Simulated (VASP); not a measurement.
**Lattice of CaMn2Bi2 across functionals and dispersion corrections**

How close do the usual functionals, with and without dispersion, come to the cell of CaMn2Bi2? The levels: LDA, PBEsol, PBE, r2SCAN, PBE + D3(BJ), r2SCAN + rVV10, PBE + TS and revPBE + D3(BJ). The start is a computed cell from the Materials Project.

Calculated with VASP 6.6.1; LDA, spin-polarised from a ferromagnetic start; plane waves and PAW (Ca_sv, Mn_pv, Bi_d), in the first sound run; inputs show where later runs differ.

**Measured values to reproduce.**

“Pressure-Induced Large Volume Collapse, Plane-to-Chain, Insulator to Metal Transition in CaMn2Bi2” (2019, arxiv:1907.07203) reports for CaMn2Bi2, trigonal La2O3-type, by single-crystal XRD (Bi self-flux grown crystal, 296 K): lattice constant a (a, ambient pressure) 4.629 ± 0.001 Å; lattice constant c (c, ambient pressure) 7.628 ± 0.002 Å.

## (1) The structure

It takes space group P-3m1 (No. 164, trigonal). Conventional cell: a = 4.626 Å, b = 4.626 Å, c = 7.729 Å, α = 90.00°, β = 90.00°, γ = 120.00°. Nearest to Ca lie 6 Bi at 3.29 Å. Nearest to Mn lie 4 Bi at 2.86 to 2.87 Å. Nearest to Bi lie 4 Mn at 2.86 to 2.87 Å and 3 Ca at 3.29 Å. Farther neighbours are not listed.

## (2) Magnetic start: ferromagnetic

The properties of a magnet depend on its order, so a few collinear patterns are compared first on the cell as listed, beginning with all moments parallel. LDA, the lowest rung, knows the local density alone.

INCAR

```
SYSTEM = CaMn2Bi2
PREC = Accurate
ENCUT = 400
EDIFF = 1E-06
NELM = 100
ISMEAR = -1
SIGMA = 0.05
LREAL = .FALSE.
ALGO = Normal
GGA = CA
NBANDS = 48
ISPIN = 2
MAGMOM = 0 4 4 0 0
LASPH = .TRUE.
LMAXMIX = 4
LORBIT = 11
LWAVE = .FALSE.
LCHARG = .FALSE.
KPAR = 8
ISIF = 2
```

POSCAR

```
CaMn2Bi2
1.0
    4.6263818529      0.0000000000      0.0000000000
   -2.3131909265      4.0065642123      0.0000000000
    0.0000000000      0.0000000000      7.7287920000
Ca Mn Bi
1 2 2
Direct
    0.0000000000      0.0000000000      0.0000000000
    0.6666666700      0.3333333300      0.6207350000
    0.3333333300      0.6666666700      0.3792650000
    0.6666666700      0.3333333300      0.2488090000
    0.3333333300      0.6666666700      0.7511910000
```

KPOINTS

```
Automatic mesh
0
Gamma
6 6 3
0 0 0
```

The projector-augmented-wave data sets are Ca_sv, Mn_pv and Bi_d (PBE family, release 64).

Started as:

```
$ mpirun -np 8 vasp_std
```

Numbers of over 12 decimals in the logs are rounded to 6 here.

Output:

```text
[banner, memory and clock lines left out]
running    8 mpi-ranks, on    1 nodes
 distrk:  each k-point on    1 cores,    8 groups
 distr:  one band on    1 cores,    1 groups

 POSCAR found type information on POSCAR CaMnBi
 POSCAR found :  3 types and       5 ions
|                                                                             |
|           W    W    AA    RRRRR   N    N  II  N    N   GGGG   !!!           |
|           W    W   A  A   R    R  NN   N  II  NN   N  G    G  !!!           |
|           W    W  A    A  R    R  N N  N  II  N N  N  G       !!!           |
|           W WW W  AAAAAA  RRRRR   N  N N  II  N  N N  G  GGG   !            |
|           WW  WW  A    A  R   R   N   NN  II  N   NN  G    G                |
|           W    W  A    A  R    R  N    N  II  N    N   GGGG   !!!           |
|                                                                             |
|     For optimal performance we recommend to set                             |
|       NCORE = 2 up to number-of-cores-per-socket                            |
|     NCORE specifies how many cores store one orbital (NPAR=cpu/NCORE).      |
|     This setting can greatly improve the performance of VASP for DFT.       |
|     The default, NCORE=1 might be grossly inefficient on modern             |
|     multi-core architectures or massively parallel machines. Do your        |
|     Unfortunately you need to use the default for GW and RPA                |
|     calculations (for HF NCORE is supported but not extensively tested      |
|     yet).                                                                   |
|                                                                             |

|                                                                             |
|               ----> ADVICE to this user running VASP <----                  |
|                                                                             |
|     You enforced a specific xc type in the INCAR file but a different       |
|     [... a line on the potential file left out ...]
|     I HOPE YOU KNOW WHAT YOU ARE DOING!                                     |
|                                                                             |

 LDA part: xc-table for (Slater(with rela. corr.)+CA(PZ))
 , standard interpolation
 POSCAR, INCAR and KPOINTS ok, starting setup
 FFT: planning ... GRIDC
 FFT: planning ... GRID_SOFT
 FFT: planning ... GRID
 WAVECAR not read
 entering main loop
       N       E                     dE             d eps       ncg     rms          rms(c)
DAV:   1     0.731332808669E+03    0.73133E+03   -0.30425E+04  3296   0.134E+03
DAV:   2     0.348922667282E+02   -0.69644E+03   -0.67217E+03  3280   0.442E+02
DAV:   3    -0.291738364436E+02   -0.64066E+02   -0.62063E+02  3696   0.149E+02
DAV:   4    -0.323901920030E+02   -0.32164E+01   -0.31725E+01  4760   0.320E+01
DAV:   5    -0.325887671551E+02   -0.19858E+00   -0.19824E+00  4840   0.622E+00    0.136E+01
DAV:   6    -0.354986285117E+02   -0.29099E+01   -0.41892E+01  3728   0.350E+01    0.307E+01
DAV:   7    -0.297728313283E+02    0.57258E+01   -0.16808E+01  3760   0.267E+01    0.742E+00
DAV:   8    -0.299988919144E+02   -0.22606E+00   -0.10493E+00  3768   0.428E+00    0.469E+00
DAV:   9    -0.299253053401E+02    0.73587E-01   -0.49380E-01  4672   0.519E+00    0.183E+00
DAV:  10    -0.299410625757E+02   -0.15757E-01   -0.11177E-01  3936   0.146E+00    0.143E+00
DAV:  11    -0.299480744770E+02   -0.70119E-02   -0.18981E-02  3976   0.961E-01    0.453E-01
DAV:  12    -0.299485794999E+02   -0.50502E-03   -0.49567E-03  4376   0.368E-01    0.952E-02
DAV:  13    -0.299485683492E+02    0.11151E-04   -0.61912E-04  4200   0.130E-01    0.739E-02
DAV:  14    -0.299485814593E+02   -0.13110E-04   -0.11690E-04  3928   0.845E-02    0.140E-02
DAV:  15    -0.299485839643E+02   -0.25050E-05   -0.14391E-05  4512   0.190E-02    0.654E-03
DAV:  16    -0.299485845541E+02   -0.58976E-06   -0.14008E-06  2808   0.756E-03
   1 F= -.29948585E+02 E0= -.29920476E+02  d E =-.562180E-01  mag=     8.6917
```

It took 35 s on 8 MPI ranks of AMD EPYC 7R13 (Zen 3), shared host; peak memory 2.2 GiB; 4 min of CPU time.

The logs omit lines about the potential files and the build; timing stands in the text.

From OUTCAR (step 2):

```text
ion  position               nearest neighbor table
   1  0.000  0.000  0.000-   4 3.29   5 3.29   4 3.29   5 3.29   4 3.29   5 3.29
   2  0.667  0.333  0.621-   5 2.86   5 2.86   5 2.86   4 2.87
   3  0.333  0.667  0.379-   4 2.86   4 2.86   4 2.86   5 2.87
   4  0.667  0.333  0.249-   3 2.86   3 2.86   3 2.86   2 2.87   1 3.29   1 3.29   1 3.29
   5  0.333  0.667  0.751-   2 2.86   2 2.86   2 2.86   3 2.87   1 3.29   1 3.29   1 3.29

  LATTYP: Found a hexagonal cell.
 ALAT       =     4.6263818529
 C/A-ratio  =     1.6705910246

 Subroutine GETGRP returns: Found 12 space group operations
 (whereof 12 operations were pure point group operations)

The static configuration has the point symmetry D_3d.

 Found     17 irreducible k-points:

   k-points           NKPTS =     17   k-points in BZ     NKDIM =     17   number of bands    NBANDS=     48

   dimension x,y,z NGX =    30 NGY =   30 NGZ =   50
   dimension x,y,z NGXF=    60 NGYF=   60 NGZF=  100

   ENCUT  =  400.0 eV  29.40 Ry    5.42 a.u.   7.54  7.54 12.60*2*pi/ulx,y,z

   NELECT =      66.0000    total number of electrons

 k-points in reciprocal lattice and weights: Automatic mesh
   0.00000000  0.00000000  0.00000000       0.009
   0.16666667  0.00000000  0.00000000       0.056
   0.33333333 -0.00000000  0.00000000       0.056
   0.50000000  0.00000000  0.00000000       0.028
   0.16666667  0.16666667  0.00000000       0.056
   0.33333333  0.16666667  0.00000000       0.111
   0.33333333  0.33333333  0.00000000       0.019
   0.00000000  0.00000000  0.33333333       0.019
   0.16666667  0.00000000  0.33333333       0.056
[...]
-0.16666667  0.50000000  0.33333333       0.111
   0.33333333  0.33333333  0.33333333       0.037

 average (electrostatic) potential at core
       1 -45.1477       2 -69.4455       3 -69.4455       4-105.2389       5-105.2389

 E-fermi :   4.8122

 spin component 1
 k-point     1 :       0.0000    0.0000    0.0000
  band No.  band energies     occupation
    ...
     31       2.4761      1.00000
     32       2.5896      1.00000
     33       2.5896      1.00000
     34       4.6414      0.96822
     35       4.6414      0.96822
     36       5.5039      0.00000
     37       5.6259      0.00000
     38       6.0844      0.00000
     39       6.0844      0.00000
     40       6.5893      0.00000
    ...

 k-point     2 :       0.1667    0.0000    0.0000
  band No.  band energies     occupation
    ...
     32       2.5599      1.00000
     33       2.5759      1.00000
     34       3.5674      1.00000
     35       4.1971      1.00000
     36       4.3985      0.99974
     37       5.4554      0.00000
     38       5.4973      0.00000
     39       6.5217      0.00000
     40       6.8262      0.00000
     41       7.4541      0.00000
    ...

 k-point     3 :       0.3333   -0.0000    0.0000
  band No.  band energies     occupation
    ...
     33       2.4949      1.00000
     34       2.8135      1.00000
     35       3.2356      1.00000
     36       3.8262      1.00000
     37       4.3352      0.99993
     38       4.9310      0.08509
     39       6.4986      0.00000
     40       7.0620      0.00000
     41       7.8908      0.00000
     42       8.0209      0.00000
    ...

 k-point     4 :       0.5000    0.0000    0.0000
  band No.  band energies     occupation
    ...
     34       2.8160      1.00000
     35       3.0956      1.00000
     36       3.4631      1.00000
     37       3.5376      1.00000
     38       4.7532      0.76509
     39       6.2958      0.00000
     40       7.4221      0.00000
     41       7.6300      0.00000
     42       8.1564      0.00000
     43       8.1590      0.00000
    ...

 k-point     5 :       0.1667    0.1667    0.0000
  band No.  band energies     occupation
    ...
     33       2.5249      1.00000
     34       2.9133      1.00000
     35       3.3669      1.00000
     36       3.7531      1.00000
     37       4.5001      0.99806
     38       5.1188      0.00217
     39       6.7718      0.00000
     40       7.3941      0.00000
     41       7.6363      0.00000
     42       7.8670      0.00000
    ...

 k-point     6 :       0.3333    0.1667    0.0000
  band No.  band energies     occupation
    ...
     34       2.6870      1.00000
     35       2.9217      1.00000
     36       3.0831      1.00000
     37       3.8018      1.00000
     38       4.5499      0.99476
     39       7.1722      0.00000
     40       7.4071      0.00000
     41       7.6112      0.00000
     42       7.9850      0.00000
     43       8.1802      0.00000
    ...

  Total       -4.8424178     -4.8424178     -4.6926123      0.0000000      0.0000000      0.0000000
  in kB      -54.1561314    -54.1561314    -52.4807529      0.0000000      0.0000000      0.0000000
  external PRESSURE =     -53.5976719 kB  Pullay stress =       0.0000000 kB

  energy-cutoff  :      400.00
  volume of cell :      143.26
      direct lattice vectors                 reciprocal lattice vectors
     4.626381853  0.000000000  0.000000000     0.216151635  0.124795204  0.000000000
    -2.313190926  4.006564212  0.000000000     0.000000000  0.249590409  0.000000000
     0.000000000  0.000000000  7.728792000     0.000000000  0.000000000  0.129386326

 POSITION                                       TOTAL-FORCE (eV/Angst)
 -----------------------------------------------------------------------------------
      0.00000      0.00000      0.00000         0.000000      0.000000     -0.000000
      2.31319      1.33552      4.79753         0.000000     -0.000000     -0.156553
     -0.00000      2.67104      2.93126        -0.000000      0.000000      0.156553
      2.31319      1.33552      1.92299        -0.000000      0.000000      0.435913
     -0.00000      2.67104      5.80580        -0.000000      0.000000     -0.435913
 -----------------------------------------------------------------------------------
    total drift:                                0.000000      0.000000      0.000000

  FREE ENERGIE OF THE ION-ELECTRON SYSTEM (eV)
  ---------------------------------------------------
  free  energy   TOTEN  =       -29.9485845541 eV

  energy  without entropy=      -29.8923666014  energy(sigma->0) =      -29.92047558

 total charge
# of ion       s       p       d       tot
------------------------------------------
    1        2.038   5.826   0.246   8.110
    2        0.268   6.164   4.972  11.404
    3        0.268   6.164   4.972  11.404
    4        1.435   1.662   9.899  12.996
    5        1.435   1.662   9.899  12.996
--------------------------------------------------
tot          5.443  21.477  29.990  56.909

 magnetization (x)
# of ion       s       p       d       tot
------------------------------------------
    1        0.005   0.000   0.036   0.041
    2        0.039   0.035   3.850   3.925
    3        0.039   0.035   3.850   3.925
    4        0.007  -0.043   0.014  -0.021
    5        0.007  -0.043   0.014  -0.021
--------------------------------------------------
tot          0.098  -0.015   7.765   7.848

[... 6 further parts left out ...]
```

The k-mesh is coarse for a metal. The PAW data sets were made with PBE, though LDA sets exist; this is a small mismatch. At this level the cell is under a tension of 5.4 GPa, so at these settings it is away from equilibrium. The electron count would fill whole bands, but the bands touch or overlap. That can be a semimetal, a small gap that the functional closes or, with several bands partly filled, an ordinary metal.

This step gave:

- SCF cycles: 16
- electrons: 66
- bands: 48
- irreducible k-points: 17
- symmetry operations: 12
- free energy (TOTEN): -29.95 eV
- energy at zero smearing: -29.92 eV
- Fermi energy: 4.812 eV
- pressure: -5.360 GPa
- moment of the cell, from the last line of the log: 8.692 μB
- metallic, judged on the points sampled: yes

Spin moment in the PAW sphere by atom:

```csv
atom,spin moment in the PAW sphere (μB)
Ca1,0.04
Mn2,3.92
Mn3,3.92
Bi4,-0.02
Bi5,-0.02
```

Force by atom:

```csv
atom,x (eV/Å),y (eV/Å),z (eV/Å),size
Ca1,0.000,0.000,0.000,0.000
Mn2,0.000,0.000,-0.157,0.157
Mn3,0.000,0.000,0.157,0.157
Bi4,0.000,0.000,0.436,0.436
Bi5,0.000,0.000,-0.436,0.436
```

The run ends ferromagnetic with a largest moment of 3.92 μB, and the mesh shows no gap.

(Part 1 of 7 ends here.)

[Lines on the potential files, build, host, timing and source positions are cut from VASP's logs without a mark.]

[Logs are printed without paths, hosts, clocks, repeated set-up lines and the standing remarks that a program may print on its own settings, such as how far it seeks lower states.]

[Hosts, paths, dates, database ids (printed as entryN), source tags and the programs' standing remarks are cut or masked in the printed files.]

[A measured line is paired with the nearest computed mode of its activity, which favours agreement.]

[In band tables of VASP the shares of atoms and orbitals are scaled to a sum of 1 inside the atoms' spheres.]
